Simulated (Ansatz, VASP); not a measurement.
Si2B2C: VASP beside Ansatz

```
CELL_PARAMETERS angstrom
3.20084 0.00000 0.00000
-1.60042 2.77201 0.00000
0.00000 0.00000 6.57725
ATOMIC_POSITIONS crystal
Si 0.00000 0.00000 0.50000
Si 0.00000 0.00000 0.00000
B 0.66667 0.33333 0.37125
B 0.66667 0.33333 0.62875
C 0.33333 0.66667 0.00000
```

Alike in both runs: functional PBE; k mesh 6 × 6 × 4; occupations gaussian, width 0.1 eV; no spin polarisation.

Ansatz relaxed the structure, and its values are those at the end. VASP's run is a single point on that final structure, the one shown.

|  | VASP | Ansatz |
| --- | --- | --- |
| version | VASP 6.6.1 | Ansatz 0.2.0 |
| potentials or method | VASP PAW PBE potentials, release 64 (Si, B, C) | scalar-relativistic, plane waves, PAW |
| plane-wave cutoff (eV) | 520 | 420 |
| valence electrons in the cell | 18 | 18 |

```tsv
	VASP	Ansatz	Ansatz less VASP
gap on the k mesh at the Fermi level (eV)	none	none	-
pressure (GPa)	0.1	0.1	+0.05
rms of the force components (eV/Å)	0.007	0.002	-0.0047
```

A gap of «none» marks a metal or a gap that the smearing closes.

Caveats: the k mesh is coarse (spacing up to 0.38 Å⁻¹), so the values aren't converged.
